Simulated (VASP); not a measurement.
Output of a VASP run:

OSZICAR:
```
       N       E                     dE             d eps       ncg     rms          rms(c)
DAV:   1     0.107392600075E+03    0.10739E+03   -0.91826E+03   778   0.126E+03
DAV:   2    -0.259289067808E+01   -0.10999E+03   -0.10511E+03   869   0.293E+02
DAV:   3    -0.727905502664E+01   -0.46862E+01   -0.46726E+01   899   0.629E+01
DAV:   4    -0.731267093732E+01   -0.33616E-01   -0.33610E-01   844   0.531E+00
DAV:   5    -0.731315072490E+01   -0.47979E-03   -0.47978E-03   909   0.615E-01    0.806E+00
DAV:   6    -0.683587765835E+01    0.47727E+00   -0.99677E-01  1106   0.149E+01    0.635E+00
DAV:   7    -0.681618017312E+01    0.19697E-01   -0.17906E-01   774   0.353E+00    0.307E+00
DAV:   8    -0.681381688194E+01    0.23633E-02   -0.19626E-02   789   0.214E+00    0.257E-01
DAV:   9    -0.681349593079E+01    0.32095E-03   -0.29470E-03   864   0.928E-01    0.600E-02
DAV:  10    -0.681353887836E+01   -0.42948E-04   -0.25725E-04   799   0.214E-01    0.646E-02
DAV:  11    -0.681356843588E+01   -0.29558E-04   -0.47802E-05   817   0.797E-02    0.331E-02
DAV:  12    -0.681357479759E+01   -0.63617E-05   -0.30282E-05   769   0.644E-02    0.786E-03
DAV:  13    -0.681357479898E+01   -0.13970E-08   -0.26146E-06   889   0.187E-02    0.261E-03
DAV:  14    -0.681357489948E+01   -0.10050E-06   -0.23463E-07   781   0.415E-03    0.160E-03
DAV:  15    -0.681357488328E+01    0.16195E-07   -0.10089E-08   522   0.107E-03
   1 F= -.68135749E+01 E0= -.68135749E+01  d E =-.757253E-14
```

**OUTCAR**
```
------------------------ aborting loop because EDIFF is reached ----------------------------------------
  FORCE on cell =-STRESS in cart. coord.  units (eV):
  Direction    XX          YY          ZZ          XY          YZ          ZX
  --------------------------------------------------------------------------------------
  Total        0.0012598      0.0012598      0.0012598      0.0000000      0.0000000     -0.0000000
  in kB        0.0406022      0.0406022      0.0406022      0.0000000      0.0000000     -0.0000000
  external PRESSURE =       0.0406022 kB  Pullay stress =       0.0000000 kB
  volume of cell :       49.71
      direct lattice vectors                 reciprocal lattice vectors
     0.000000000  2.918380667  2.918380667    -0.171327889  0.171327889  0.171327889
     2.918380667  0.000000000  2.918380667     0.171327889 -0.171327889  0.171327889
     2.918380667  2.918380667  0.000000000     0.171327889  0.171327889 -0.171327889
  FREE ENERGIE OF THE ION-ELECTRON SYSTEM (eV)
  ---------------------------------------------------
  free  energy   TOTEN  =        -6.8135748833 eV

  energy  without entropy=       -6.8135748833  energy(sigma->0) =       -6.81357488
```
(Selected blocks of OUTCAR.)

POSCAR:
```
CdS
1
    0.0000000000     2.9183806671     2.9183806671
    2.9183806671     0.0000000000     2.9183806671
    2.9183806671     2.9183806671     0.0000000000
Cd S
1 1
Direct
  0.0000000000   0.0000000000   0.0000000000
  0.2500000000   0.2500000000   0.2500000000
```

Task: Write an INCAR and KPOINTS that could have produced this output.

Result: This is not unique; one that fits is the input of the run itself, PBEsol GGA, plane waves, VASP's PBE PAW potentials (set 64).

INCAR:
```
! general
SYSTEM =CdS
PREC   =Accurate
ENCUT  =520
LREAL  =.FALSE.   ! projection in real space or not
LASPH  =.TRUE.   ! aspherical one-centre terms

! electronic loop
EDIFF  =1E-7   ! SCF stop (eV)
NELM   =100   ! most electronic steps
ALGO   =Normal   ! blocked Davidson
LMAXMIX=4

! smearing
ISMEAR =0
SIGMA  =0.05   ! width (eV)

! functional
GGA    =PS   ! PBEsol

! ions
ISIF   =2   ! forces and stress, cell fixed

! output
LWAVE  =.FALSE.
LCHARG =.FALSE.
```

**KPOINTS**
```
kpoints
0
Gamma
 8 8 8
0 0 0
```

POTCAR, in this order: Cd S (PBE.64 set). Program: vasp_std.

The compound is CdS in the zinc blende structure, a metastable form; wurtzite is the usual one. It was relaxed first.
